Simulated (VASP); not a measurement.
All values below come from PBE GGA, VASP's PBE PAW potentials (set 64) (plane waves; VASP 6.6.1).

VASP input:

### POSCAR
```
SnSe2
1.0
  1.9394816972  -3.3592810631   0.0000000000
  1.9394816972   3.3592810631   0.0000000000
  0.0000000000   0.0000000000   6.8784923810
Sn Se
1 2
Cartesian
  0.0000000000   0.0000000000   0.0000000000
  1.9394816972   1.1197625939   1.5939659621
  1.9394816972  -1.1197625939   5.2845264189
```

**KPOINTS**
```
kpoints
0
gamma
 6 6 3
```

INCAR:
```
SYSTEM = SnSe2
PREC = Accurate; ENCUT = 520; LREAL = .False.
LASPH = .True.
EDIFF = 1E-6; NELM = 100; ALGO = Normal
LMAXMIX = 4
ISMEAR = 0; SIGMA = 0.05
GGA = PE
IBRION = 2; NSW = 60; ISIF = 3
EDIFFG = -0.02
LWAVE = .False.; LCHARG = .False.
```

POTCAR, in this order: Sn_d Se (PBE.64 set). Program: vasp_std.

What VASP printed:

OSZICAR:
```
       N       E                     dE             d eps       ncg     rms          rms(c)
DAV:   1     0.199415292436E+03    0.19942E+03   -0.12230E+04   579   0.166E+03
DAV:   2     0.926657147599E+01   -0.19015E+03   -0.18730E+03   650   0.390E+02
DAV:   3    -0.114375445023E+02   -0.20704E+02   -0.19931E+02   759   0.122E+02
DAV:   4    -0.121215518523E+02   -0.68401E+00   -0.68340E+00   720   0.231E+01
DAV:   5    -0.121367938685E+02   -0.15242E-01   -0.15241E-01   885   0.351E+00    0.465E+00
DAV:   6    -0.118767959885E+02    0.26000E+00   -0.67252E-01   839   0.872E+00    0.302E+00
DAV:   7    -0.118618329683E+02    0.14963E-01   -0.15729E-01   725   0.273E+00    0.974E-01
DAV:   8    -0.118617878017E+02    0.45167E-04   -0.12855E-02   717   0.113E+00    0.266E-01
DAV:   9    -0.118623608513E+02   -0.57305E-03   -0.14444E-03   713   0.327E-01    0.808E-02
DAV:  10    -0.118623819480E+02   -0.21097E-04   -0.12557E-04   831   0.884E-02    0.326E-02
DAV:  11    -0.118624194169E+02   -0.37469E-04   -0.60400E-05   645   0.487E-02    0.103E-02
DAV:  12    -0.118624193993E+02    0.17591E-07   -0.28741E-06   676   0.137E-02
   1 F= -.11862419E+02 E0= -.11862419E+02  d E =-.118624E+02
```

OUTCAR:
```
------------------------ aborting loop because EDIFF is reached ----------------------------------------
  FORCE on cell =-STRESS in cart. coord.  units (eV):
  Direction    XX          YY          ZZ          XY          YZ          ZX
  --------------------------------------------------------------------------------------
  Total       -0.0401563     -0.0401563     -0.0091909      0.0000000     -0.0000000      0.0000000
  in kB       -0.7178087     -0.7178088     -0.1642902      0.0000000     -0.0000000      0.0000000
  external PRESSURE =      -0.5333026 kB  Pullay stress =       0.0000000 kB
  volume of cell :       89.63
      direct lattice vectors                 reciprocal lattice vectors
     1.939481697 -3.359281063  0.000000000     0.257800834 -0.148841371  0.000000000
     1.939481697  3.359281063  0.000000000     0.257800834  0.148841371  0.000000000
     0.000000000  0.000000000  6.878492381     0.000000000  0.000000000  0.145380695
 POSITION                                       TOTAL-FORCE (eV/Angst)
 -----------------------------------------------------------------------------------
      0.00000      0.00000      0.00000        -0.000000      0.000000      0.000000
      1.93948      1.11976      1.59397         0.000000      0.000000     -0.016831
      1.93948     -1.11976      5.28453        -0.000000     -0.000000      0.016831
 -----------------------------------------------------------------------------------
    total drift:                                0.000000     -0.000000      0.000000
  FREE ENERGIE OF THE ION-ELECTRON SYSTEM (eV)
  ---------------------------------------------------
  free  energy   TOTEN  =       -11.8624193993 eV

  energy  without entropy=      -11.8624193993  energy(sigma->0) =      -11.86241940

 reached required accuracy - stopping structural energy minimisation
```
(Selected blocks of OUTCAR.)

### OUTCAR
```
 val. band max:        2.6470308954   @ k =   0.1667   0.0000   0.0000

 cond. band min:       3.3625905314   @ k =   0.5000   0.0000   0.3333


 Fermi energy:         2.9182690008

 k-point     1 :       0.0000    0.0000    0.0000
  band No.  band energies     occupation
      1     -18.4697      2.00000
      2     -18.4697      2.00000
      3     -18.4396      2.00000
      4     -18.4299      2.00000
      5     -18.4299      2.00000
      6     -10.6874      2.00000
      7      -9.3485      2.00000
      8      -3.0624      2.00000
      9       2.1769      2.00000
     10       2.1769      2.00000
     11       2.2049      2.00000
     12       2.5168      2.00000
     13       2.5168      2.00000
     14       3.6922      0.00000
     15       5.7188      0.00000
     16       7.2239      0.00000
     17       7.2240      0.00000

 k-point     2 :       0.1667    0.0000    0.0000
  band No.  band energies     occupation
      1     -18.4788      2.00000
      2     -18.4619      2.00000
      3     -18.4365      2.00000
      4     -18.4321      2.00000
      5     -18.4289      2.00000
      6     -10.4413      2.00000
      7      -9.1936      2.00000
      8      -3.1154      2.00000
      9       0.4473      2.00000
     10       1.3805      2.00000
     11       1.5058      2.00000
     12       2.2740      2.00000
     13       2.6470      2.00000
     14       4.7176      0.00000
     15       6.3312      0.00000
     16       7.4107      0.00000
     17       7.6997      0.00000

 k-point     3 :       0.3333    0.0000    0.0000
  band No.  band energies     occupation
      1     -18.5001      2.00000
      2     -18.4525      2.00000
      3     -18.4451      2.00000
      4     -18.4205      2.00000
      5     -18.4182      2.00000
      6      -9.7992      2.00000
      7      -8.9053      2.00000
      8      -3.6716      2.00000
      9      -0.9845      2.00000
     10       0.2984      2.00000
     11       0.7512      2.00000
...
```

Without a dispersion term in the relaxation, distances and binding between the weakly bound layers, chains or molecules are unreliable, and so is what depends on them. Unless said otherwise, spin-orbit coupling is left out, though it shifts the bands of the heavy elements here.

The compound is SnSe2 in the 1T layered structure. It was relaxed first, which changed the volume by +16 %. The start is the result of an earlier pass.
